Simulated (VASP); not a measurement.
Data:

```
SrVO3
1.0
    3.91854     0.00000     0.00000
    0.00000     3.91854     0.00000
    0.00000     0.00000     3.91854
Sr V O
1 1 3
Cartesian
  0.00000   0.00000   0.00000
  1.95927   1.95927   1.95927
  1.95927   0.00000   1.95927
  0.00000   1.95927   1.95927
  1.95927   1.95927   0.00000
```

Method: PBE GGA with D3 dispersion (zero damping), VASP's PBE PAW potentials (set 64) (plane waves; VASP). Numerical set-up: 520 eV cut-off, 8×8×8 Γ-centred mesh, first-order Methfessel-Paxton smearing of 0.10 eV, potentials Sr_sv V_sv O.

### Question
Give the stress tensor in GPa (positive for a compressed cell).

### Answer

```
-9.46   0.00   0.00
 0.00  -9.46   0.00
 0.00   0.00  -9.46
```
The pressure is its mean diagonal, -9.46 GPa.

The compound is SrVO3 in the cubic perovskite structure. This cell is one point of a volume scan, at 1.06 of the reference volume. The run is not spin-polarised, so no magnetic state was tried. The electron count is odd and the run is not spin-polarised, which forces a metal.
